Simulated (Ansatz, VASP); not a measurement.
## One calculation of HfTa4F, two programs

```
CELL_PARAMETERS angstrom
0.00000 3.92551 3.92551
3.92551 0.00000 3.92551
3.92551 3.92551 0.00000
ATOMIC_POSITIONS crystal
Hf 0.75000 0.75000 0.75000
Ta 0.86632 0.37789 0.37789
Ta 0.37789 0.37789 0.37789
Ta 0.37789 0.86632 0.37789
Ta 0.37789 0.37789 0.86632
F 0.00000 0.00000 0.00000
```

Change from the starting cell: species swapped into the HfZrV4 type (F-43m, No. 216).

Alike in both runs: functional PBE; k mesh 4 × 4 × 4; occupations gaussian, width 0.1 eV; no spin polarisation.

Ansatz relaxed the structure, and its values are those at the end. VASP's run is a single point on that final structure, the one shown.

|  | VASP | Ansatz |
| --- | --- | --- |
| version | VASP 6.6.1 | Ansatz 0.2.0 |
| potentials or method | VASP PAW PBE potentials, release 64 (Hf_pv, Ta_pv, F) | scalar-relativistic, plane waves, PAW |
| plane-wave cutoff (eV) | 520 | 420 |
| valence electrons in the cell | 61 | 85 |

VASP gave:

* gap on the k mesh at the Fermi level (eV): none
* pressure (GPa): 0.2

**Question.** Estimate Ansatz's values.

**Answer.** gap on the k mesh at the Fermi level (eV): none; pressure (GPa): 0.3.

A gap of «none» marks a metal or a gap that the smearing closes. The two sets of potentials don't hold the same shells in valence.

Caveats: an odd number of electrons without spin polarisation forces a metal; a magnetic or distorted state may lie lower. Spin-orbit coupling is left out, which matters for the levels of Hf, Ta.
